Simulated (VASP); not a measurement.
# Al2O3 (space group R3m): computed properties

Method: r2SCAN meta-GGA, VASP's PBE PAW potentials (set 64) (plane waves; VASP 6.6.1).

- space group = R3m (160)
- cell = a = 3.0034 Å, b = 3.0034 Å, c = 17.3062 Å, α = 90.00°, β = 90.00°, γ = 120.00°
- volume per atom = 9.01 Å^3/atom
- band gap (over mesh and band path) = 5.08 eV
- smallest direct gap (over mesh and band path) = 5.08 eV
- band-edge character = direct, Γ to Γ
- density = 3.76 g/cm³

```xyz
5
Lattice="1.5017 0.8670 5.7687 -1.5017 0.8670 5.7687 0.0000 -1.7340 5.7687" Properties=species:S:1:pos:R:3 pbc="T T T"
Al     0.0000     0.0000    13.9668
Al     0.0000     0.0000     5.3081
O      0.0000     0.0000    16.8187
O      0.0000     0.0000     7.2322
O      0.0000     0.0000     3.3486
```

The structure comes from a computed database's Al2O3 entry (R3m); how it stands against other phases isn't given here. It was relaxed first. Symmetry was kept, so distortions that lower it aren't found.
